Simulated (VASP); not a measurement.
```yaml
crystal:
  lattice:
    - [3.98526, 0.00000, 0.00000]
    - [0.00000, 3.98526, 0.00000]
    - [0.00000, 0.00000, 3.98526]
  atoms:
    - { symbol: K, position: [0.00000, 0.00000, 0.00000] }
    - { symbol: Mg, position: [0.50000, 0.50000, 0.50000] }
    - { symbol: F, position: [0.50000, 0.00000, 0.50000] }
    - { symbol: F, position: [0.00000, 0.50000, 0.50000] }
    - { symbol: F, position: [0.50000, 0.50000, 0.00000] }
```

Calculation: PBEsol GGA, VASP's PBE PAW potentials (set 64) (plane waves; VASP). Settings: 520 eV cut-off, 7×7×7 Γ-centred mesh, Gaussian smearing of 0.010 eV, potentials K_sv Mg F.

Give the direction-averaged independent-particle dielectric function (no local fields, no excitons; a broadening of 0.1 eV leaves a tail below the gap, and fine structure carries the noise of the k-mesh).

```csv
ħω (eV),ε₁,ε₂
0.00,2.14,0.00
0.60,2.14,0.00
1.20,2.15,0.00
1.80,2.16,0.00
2.50,2.18,0.00
3.10,2.20,0.00
3.70,2.23,0.01
4.30,2.26,0.01
5.00,2.31,0.01
5.60,2.38,0.01
6.20,2.46,0.02
6.80,2.58,0.03
7.50,2.80,0.14
8.10,2.96,0.45
8.70,2.83,0.35
9.30,2.73,1.06
10.00,3.20,1.03
10.60,3.31,1.80
11.20,2.75,2.37
11.80,1.18,1.73
12.50,1.71,1.10
13.10,1.49,1.27
13.70,1.39,0.90
14.30,2.01,0.75
15.00,2.00,0.91
15.60,2.37,0.77
16.20,1.99,1.73
16.80,1.94,1.02
17.50,2.17,1.64
18.10,1.89,1.40
18.70,2.15,1.80
19.40,2.14,2.54
```
ε₂ peaks at 9.2 eV (height 1.1), 11.3 eV (height 2.8), 12.9 eV (height 1.5), 16.2 eV (height 1.7), 17.6 eV (height 1.8); ε₁(0) averages 2.14, so the electronic refractive index below the gap tends to √2.14 = 1.46.

The compound is KMgF3 in the cubic perovskite structure. It was relaxed first.
